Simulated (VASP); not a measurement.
# A VASP study of Si2W (LDA): structure first, properties next, part 2 of 2

Aim: relax Si2W with LDA, compute its properties on that cell and hold them against experiment. The start is a cell from a database of measured crystal structures.

VASP 6.6.1, plane waves and PAW; the level of theory is named at each step.

So far. Step 5 (Band structure (LDA)): There is no gap at this level. Step 6 (Total and projected DOS (LDA)): The finer mesh and the other smearing move the Fermi level by +0.01 eV from the 10×10×10 run, a small shift, which tests the Fermi level alone. Of the states within 0.3 eV of the Fermi level, the largest shares in the PAW spheres are W d 60 % and Si p 13 %. The rest lies in smaller channels or between the spheres. The relaxed cell has a = 3.187, c = 7.773 Å (conventional setting).

**7. Band structure (LDA + SOC)**

This step: LDA, spin-orbit coupling; plane waves and PAW (Si, W) (VASP 6.6.1).

Levels along the symmetry lines show where the bands peak and cross; KPOINTS_OPT computes them in the converged potential. Spin-orbit coupling needs spinors and the noncollinear program, where each band holds one electron.

Input file INCAR:

```
SYSTEM = Si2W
PREC = Accurate
ENCUT = 400
EDIFF = 1E-06
NELM = 100
ISMEAR = 0
SIGMA = 0.05
LREAL = .FALSE.
ALGO = Normal
GGA = CA
LNONCOLLINEAR = .TRUE.
MAGMOM = 0 0 0 0 0 0 0 0 0
NBANDS = 26
GGA_COMPAT = .FALSE.
LASPH = .TRUE.
LSORBIT = .TRUE.
LMAXMIX = 4
LORBIT = 11
LWAVE = .FALSE.
LCHARG = .FALSE.
KPAR = 2
```

Input file POSCAR:

```
Si2W
1.0
   -1.5936247427      1.5936247427      3.8863588592
    1.5936247427     -1.5936247427      3.8863588592
    1.5936247427      1.5936247427     -3.8863588592
Si W
2 1
Direct
    0.3348864609      0.3348864609      0.0000000000
    0.6651135391      0.6651135391      0.0000000000
    0.0000000000      0.0000000000      0.0000000000
```

Input file KPOINTS:

```
Automatic mesh
0
Gamma
8 8 8
0 0 0
```

Input file KPOINTS_OPT:

```
Line mode
16
Line-mode
Reciprocal
  0.00000000   0.00000000   0.00000000 GAMMA
  0.00000000   0.00000000   0.50000000 X

  0.00000000   0.00000000   0.50000000 X
 -0.08407296   0.08407296   0.50000000 Y

 -0.08407296   0.08407296   0.50000000 Y
 -0.29203648   0.29203648   0.29203648 S

 -0.29203648   0.29203648   0.29203648 S
  0.00000000   0.00000000   0.00000000 GAMMA

  0.00000000   0.00000000   0.00000000 GAMMA
  0.50000000   0.50000000  -0.50000000 Z

  0.50000000   0.50000000  -0.50000000 Z
  0.29203648   0.70796352  -0.29203648 S1

  0.29203648   0.70796352  -0.29203648 S1
  0.00000000   0.50000000   0.00000000 N

  0.00000000   0.50000000   0.00000000 N
  0.25000000   0.25000000   0.25000000 P

  0.25000000   0.25000000   0.25000000 P
  0.50000000   0.50000000  -0.08407296 Y1

  0.50000000   0.50000000  -0.08407296 Y1
  0.50000000   0.50000000  -0.50000000 Z

  0.00000000   0.00000000   0.50000000 X
  0.25000000   0.25000000   0.25000000 P
```

Potentials, in the order of the species: Si and W (LDA family, release 64).

Launch:

```bash
$ mpirun -np 2 vasp_ncl
```

Elapsed: 2.5 min, on 2 MPI ranks of AMD EPYC 7R43, shared host; peak memory 0.56 GiB; 4.9 min of CPU time.

This step gave:

| Quantity | Value |
| --- | --- |
| bands | 26 |
| irreducible k-points | 59 |
| free energy (TOTEN) | -27.62 eV |
| energy at zero smearing | -27.62 eV |
| Fermi energy | 10.78 eV |
| pressure | -0.09536 GPa |

On-site spin-orbit energy by atom:

| atom | on-site spin-orbit energy (eV) |
| --- | --- |
| Si1 | -0.001 |
| Si2 | -0.001 |
| W3 | -0.338 |

The electronic bands at the labelled points (eV, zero at the Fermi level; # counts the bands kept):

| point | #7 | #8 | #9 | #10 | #11 | #12 | #13 | #14 |
| --- | --- | --- | --- | --- | --- | --- | --- | --- |
| Γ | -2.91 | -2.91 | -2.75 | -2.75 | 0.68 | 0.68 | 2.68 | 2.68 |
| 0.53 of the way | -3.27 | -3.27 | -2.73 | -2.73 | -1.98 | -1.98 | 2.88 | 2.88 |
| X | -5.01 | -5.01 | -3.30 | -3.30 | -1.69 | -1.69 | 2.97 | 2.97 |
| 0.47 of the way | -4.99 | -4.99 | -3.27 | -3.27 | -1.85 | -1.85 | 2.59 | 2.59 |
| Y | -4.04 | -4.04 | -3.16 | -3.16 | -2.27 | -2.27 | 2.03 | 2.03 |
| 0.47 of the way | -3.01 | -3.01 | -2.75 | -2.75 | -1.60 | -1.60 | 1.47 | 1.47 |
| S | -2.71 | -2.71 | -2.46 | -2.46 | -0.29 | -0.29 | 1.86 | 1.86 |
| 0.47 of the way | -2.57 | -2.57 | -2.05 | -2.05 | -1.82 | -1.82 | 1.67 | 1.67 |
| Γ | -2.91 | -2.91 | -2.75 | -2.75 | 0.68 | 0.68 | 2.68 | 2.68 |
| 0.47 of the way | -2.36 | -2.36 | -2.24 | -2.24 | 0.75 | 0.75 | 1.58 | 1.58 |
| Z | -0.87 | -0.87 | -0.61 | -0.61 | -0.58 | -0.58 | -0.37 | -0.37 |
| 0.47 of the way | -1.70 | -1.70 | -1.36 | -1.36 | -0.29 | -0.29 | 0.07 | 0.07 |
| S1 | -2.71 | -2.71 | -2.46 | -2.46 | -0.29 | -0.29 | 1.86 | 1.86 |
| 0.47 of the way | -2.82 | -2.82 | -2.69 | -2.69 | -0.38 | -0.38 | 2.45 | 2.45 |
| N | -2.88 | -2.88 | -2.76 | -2.76 | -0.40 | -0.40 | 2.77 | 2.77 |
| 0.47 of the way | -3.31 | -3.31 | -2.23 | -2.23 | -1.86 | -1.86 | 0.50 | 0.50 |
| P | -3.05 | -3.05 | -2.49 | -2.49 | -2.25 | -2.25 | 0.21 | 0.21 |
| 0.47 of the way | -3.71 | -3.71 | -2.95 | -2.95 | -2.06 | -2.06 | 1.17 | 1.17 |
| Y1 | -4.04 | -4.04 | -3.16 | -3.16 | -2.27 | -2.27 | 2.03 | 2.03 |
| 0.53 of the way | -1.85 | -1.85 | -1.64 | -1.64 | -0.63 | -0.63 | 0.02 | 0.02 |
| Z | -0.87 | -0.87 | -0.61 | -0.61 | -0.58 | -0.58 | -0.37 | -0.37 |
| jump to X | -5.01 | -5.01 | -3.30 | -3.30 | -1.69 | -1.69 | 2.97 | 2.97 |
| 0.47 of the way | -3.96 | -3.96 | -3.04 | -3.04 | -1.85 | -1.85 | 1.46 | 1.46 |
| P | -3.05 | -3.05 | -2.49 | -2.49 | -2.25 | -2.25 | 0.21 | 0.21 |

Of the projections kept (Si, W), the largest for each band there; the rest of the weight can lie on other orbitals:

| point | #7 | #8 | #9 | #10 | #11 | #12 | #13 | #14 |
| --- | --- | --- | --- | --- | --- | --- | --- | --- |
| Γ | W 0.69 | W 0.69 | W 0.68 | W 0.68 | W 1.00 | W 1.00 | Si 0.66 | Si 0.66 |
| X | W 0.66 | W 0.66 | W 0.86 | W 0.86 | W 0.64 | W 0.64 | Si 0.72 | Si 0.72 |
| Y | Si 0.66 | Si 0.66 | W 0.86 | W 0.86 | W 0.72 | W 0.72 | W 0.67 | W 0.67 |
| S | W 0.79 | W 0.79 | W 0.73 | W 0.73 | W 0.99 | W 0.99 | W 0.91 | W 0.91 |
| Γ | W 0.69 | W 0.69 | W 0.68 | W 0.68 | W 1.00 | W 1.00 | Si 0.66 | Si 0.66 |
| Z | Si 0.78 | Si 0.78 | Si 0.82 | Si 0.82 | W 0.93 | W 0.93 | W 0.93 | W 0.93 |

There is no gap at this level.

Of the bands kept, 4 cross the Fermi level on this path (spinor bands, one electron each).

**8. Optical spectrum (LDA)**

This step: LDA; plane waves and PAW (Si, W) (VASP 6.6.1).

LOPTICS sums transitions from filled to empty bands. The mesh is finer than in the run before. NBANDS is raised for it.

Input file INCAR:

```
SYSTEM = Si2W
PREC = Accurate
ENCUT = 400
EDIFF = 1E-06
NELM = 100
ISMEAR = 0
SIGMA = 0.05
LREAL = .FALSE.
ALGO = Normal
GGA = CA
NBANDS = 31
LASPH = .TRUE.
LORBIT = 11
LWAVE = .FALSE.
LCHARG = .FALSE.
KPAR = 2
LOPTICS = .TRUE.
NEDOS = 1500
CSHIFT = 0.1
```

POSCAR is that of step 7.

Input file KPOINTS:

```
Automatic mesh
0
Gamma
14 14 14
0 0 0
```

Launch:

```bash
$ mpirun -np 2 vasp_std
```

It took 1.9 min on 2 MPI ranks; peak memory 0.79 GiB; 3.7 min of CPU time.

These are independent-particle spectra without excitons or local fields, and fine structure depends on the mesh and on CSHIFT. The intraband (Drude) part is not in this spectrum.

This step gave:

| Quantity | Value |
| --- | --- |
| SCF cycles | 12 |
| bands | 31 |
| irreducible k-points | 244 |
| free energy (TOTEN) | -27.45 eV |
| energy at zero smearing | -27.45 eV |
| Fermi energy | 10.83 eV |
| pressure | -0.002540 GPa |

Table of imaginary dielectric function by photon energy; read off at these points:

| photon energy (eV) | xx | zz |
| --- | --- | --- |
| 0.0 | 0 | 0 |
| 0.3 | 4.25 | 0.224 |
| 1.0 | 2.82 | 1.81 |
| 2.0 | 6.76 | 13.2 |
| 2.7 | 17.2 | 42.1 |
| 3.0 | 15.8 | 36.6 |
| 4.0 | 25.1 | 20.5 |
| 4.3 | 28.3 | 20.1 |
| 5.0 | 28.4 | 22.0 |
| 5.2 | 29.0 | 21.5 |
| 6.0 | 21.9 | 18.0 |
| 7.0 | 14.1 | 17.5 |
| 8.0 | 6.27 | 7.57 |
| 9.0 | 4.14 | 4.26 |
| 10.0 | 3.36 | 2.49 |
| 11.0 | 1.97 | 1.68 |
| 12.0 | 1.33 | 0.987 |
| 13.0 | 1.01 | 0.734 |
| 14.0 | 0.872 | 0.580 |
| 15.0 | 0.612 | 0.480 |
| 16.0 | 0.389 | 0.434 |
| 17.0 | 0.299 | 0.316 |
| 18.0 | 0.219 | 0.217 |
| 19.0 | 0.184 | 0.212 |
| 20.0 | 0.201 | 0.203 |
| 21.0 | 0.191 | 0.190 |
| 22.0 | 0.226 | 0.165 |
| 23.0 | 0.161 | 0.173 |
| 24.0 | 0.162 | 0.191 |

Real dielectric function against photon energy:

| photon energy (eV) | xx | zz |
| --- | --- | --- |
| 0.0 | 24.6 | 26.9 |
| 0.5 | 21.3 | 27.9 |
| 1.0 | 21.3 | 31.2 |
| 1.5 | 23.4 | 36.7 |
| 2.0 | 24.3 | 34.9 |
| 2.5 | 27.0 | 37.4 |
| 3.0 | 20.0 | 12.4 |
| 3.5 | 20.3 | 2.47 |
| 4.0 | 19.4 | 3.56 |
| 4.5 | 9.31 | 4.34 |
| 5.0 | 5.75 | 0.402 |
| 5.5 | -1.55 | -2.44 |
| 6.0 | -6.26 | -3.29 |
| 6.5 | -8.43 | -4.12 |
| 7.0 | -11.7 | -6.53 |
| 7.5 | -11.1 | -11.7 |
| 8.0 | -8.91 | -9.85 |
| 8.5 | -7.57 | -9.41 |
| 9.0 | -6.49 | -7.72 |
| 9.5 | -5.42 | -6.83 |
| 10.0 | -5.49 | -5.83 |
| 10.5 | -4.92 | -5.31 |
| 11.0 | -4.04 | -4.30 |
| 11.5 | -3.76 | -4.02 |
| 12.0 | -3.19 | -3.31 |
| 12.5 | -2.92 | -2.97 |
| 13.0 | -2.57 | -2.58 |
| 13.5 | -2.29 | -2.26 |
| 14.0 | -2.19 | -2.07 |
| 14.5 | -1.94 | -1.75 |
| 15.0 | -1.76 | -1.55 |
| 15.5 | -1.57 | -1.37 |
| 16.0 | -1.37 | -1.18 |
| 16.5 | -1.16 | -1.12 |
| 17.0 | -1.03 | -1.00 |
| 17.5 | -0.910 | -0.864 |
| 18.0 | -0.767 | -0.725 |
| 18.5 | -0.636 | -0.598 |
| 19.0 | -0.518 | -0.483 |
| 19.5 | -0.419 | -0.409 |
| 20.0 | -0.338 | -0.314 |
| 20.5 | -0.274 | -0.273 |
| 21.0 | -0.196 | -0.227 |
| 21.5 | -0.131 | -0.160 |
| 22.0 | -0.108 | -0.0908 |
| 22.5 | -0.0643 | -0.0270 |
| 23.0 | -0.00969 | 0.0403 |
| 23.5 | 0.0120 | 0.0622 |
| 24.0 | 0.0556 | 0.111 |
| 24.5 | 0.0859 | 0.122 |

**9. Outcome**

| Quantity | Value |
| --- | --- |
| relaxed volume | 13.16 Å³/atom |
| relaxed conventional cell a, b, c | 3.187, 3.187, 7.773 Å |
| space group after relaxing, within 0.02 Å | I4/mmm (No. 139) |
| band gap | none, a metal |
| DOS at the Fermi level | 0.213 states/eV/cell |
| band gap (LDA + SOC) | none, a metal |

**Reading.** With LDA, Si2W relaxes to 13.16 Å³/atom in space group I4/mmm (held by the symmetry of the run) and comes out as a metal. Against the listed cell the volume lies -2.4 % (a -0.8 %, c -0.7 %). Band structure (LDA): Of the bands kept, 2 cross the Fermi level on this path. Band structure (LDA + SOC): Of the bands kept, 4 cross the Fermi level on this path (spinor bands, one electron each). No search among competing phases was made, and a listed structure need not be the one stable at ambient conditions. All values are for a static lattice at zero temperature.

Calculation against experiment:

| quantity | measured | LDA |
| --- | --- | --- |
| lattice constant a (Å) | 3.21395 | 3.187 (-0.8 %) |
| lattice constant c (Å) | 7.83128 | 7.773 (-0.7 %) |

Measured values from arxiv:2202.05362 (2022).

Verdict: The lattice constant a is off by -0.8 %: fair agreement. The lattice constant c is off by -0.7 %: good agreement. The grades are ours: good and fair within 0.7 and 1.5 % for the lattice constant a and 0.8 and 2 % for the lattice constant c. Zero-point motion and thermal expansion are not in the computed lattice constants.

[Lines on the potential files, build, host, timing and source positions are cut from VASP's logs without a mark.]

[Logs are printed without paths, hosts, clocks, repeated set-up lines and the standing remarks that a program may print on its own settings, such as how far it seeks lower states.]

[Hosts, paths, dates, database ids (printed as entryN), source tags and the programs' standing remarks are cut or masked in the printed files.]

[A measured line is paired with the nearest computed mode of its activity, which favours agreement.]
